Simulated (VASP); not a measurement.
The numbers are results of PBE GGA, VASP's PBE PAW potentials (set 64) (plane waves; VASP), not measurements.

VASP input:

### INCAR
```
SYSTEM=HfN
PREC=Accurate; ENCUT=600; LREAL=.FALSE.
LASPH=.TRUE.
EDIFF=1E-7; NELM=100; ALGO=Normal
LMAXMIX=6
ISMEAR=1; SIGMA=0.1
GGA=PE
ISIF=2
LWAVE=.FALSE.; LCHARG=.FALSE.
```

**KPOINTS**
```
Automatic mesh
0
Gamma
14 14 14
0 0 0
```

File POSCAR:
```
HfN
1
   -0.0000000000     2.2671672367     2.2671672367
    2.2671672367     0.0000000000     2.2671672367
    2.2671672367     2.2671672367    -0.0000000000
Hf N
1 1
Direct
  0.0000000000   0.0000000000   0.0000000000
  0.5000000000   0.5000000000   0.5000000000
```

POTCAR, in this order: Hf_pv N (PBE.64 set). Program: vasp_std.

Output of the run:

OSZICAR:
```
       N       E                     dE             d eps       ncg     rms          rms(c)
DAV:   1     0.443206005296E+02    0.44321E+02   -0.88648E+03  2288   0.143E+03
DAV:   2    -0.221606611647E+02   -0.66481E+02   -0.63092E+02  3034   0.279E+02
DAV:   3    -0.247393228896E+02   -0.25787E+01   -0.25456E+01  2937   0.487E+01
DAV:   4    -0.247643649293E+02   -0.25042E-01   -0.24856E-01  2832   0.457E+00
DAV:   5    -0.247648572044E+02   -0.49228E-03   -0.49133E-03  3061   0.485E-01    0.482E+01
DAV:   6    -0.218386052996E+02    0.29263E+01   -0.15655E+01  2741   0.291E+01    0.401E+01
DAV:   7    -0.217788201974E+02    0.59785E-01   -0.73699E-01  2621   0.793E+00    0.263E+01
DAV:   8    -0.217689686672E+02    0.98515E-02   -0.15366E-01  2687   0.377E+00    0.682E+00
DAV:   9    -0.217559950795E+02    0.12974E-01   -0.70943E-02  2746   0.193E+00    0.152E+00
DAV:  10    -0.217556289549E+02    0.36612E-03   -0.21219E-03  2708   0.453E-01    0.440E-01
DAV:  11    -0.217556180535E+02    0.10901E-04   -0.36349E-04  2823   0.161E-01    0.373E-02
DAV:  12    -0.217556150420E+02    0.30115E-05   -0.14793E-05  2736   0.403E-02    0.424E-02
DAV:  13    -0.217556144765E+02    0.56555E-06   -0.97668E-07  2887   0.102E-02    0.185E-03
DAV:  14    -0.217556144582E+02    0.18277E-07   -0.48295E-08  1513   0.207E-03
   1 F= -.21755614E+02 E0= -.21755431E+02  d E =-.548894E-03
```

OUTCAR:
```
------------------------ aborting loop because EDIFF is reached ----------------------------------------
  FORCE on cell =-STRESS in cart. coord.  units (eV):
  Direction    XX          YY          ZZ          XY          YZ          ZX
  --------------------------------------------------------------------------------------
  Total       -0.0099185     -0.0099185     -0.0099185     -0.0000000      0.0000000      0.0000000
  in kB       -0.6818277     -0.6818277     -0.6818277     -0.0000000      0.0000000      0.0000000
  external PRESSURE =      -0.6818277 kB  Pullay stress =       0.0000000 kB
  volume of cell :       23.31
      direct lattice vectors                 reciprocal lattice vectors
     0.000000000  2.267167237  2.267167237    -0.220539531  0.220539531  0.220539531
     2.267167237  0.000000000  2.267167237     0.220539531 -0.220539531  0.220539531
     2.267167237  2.267167237  0.000000000     0.220539531  0.220539531 -0.220539531
 POSITION                                       TOTAL-FORCE (eV/Angst)
 -----------------------------------------------------------------------------------
      0.00000      0.00000      0.00000        -0.000000     -0.000000     -0.000000
      2.26717      2.26717      2.26717         0.000000      0.000000      0.000000
 -----------------------------------------------------------------------------------
    total drift:                                0.000000      0.000000      0.000000
  FREE ENERGIE OF THE ION-ELECTRON SYSTEM (eV)
  ---------------------------------------------------
  free  energy   TOTEN  =       -21.7556144582 eV

  energy  without entropy=      -21.7550655646  energy(sigma->0) =      -21.75543149
```
(Selected blocks of OUTCAR.)

The compound is HfN in the rock salt structure. It was relaxed first. The electron count is odd and the run is not spin-polarised, which forces a metal.
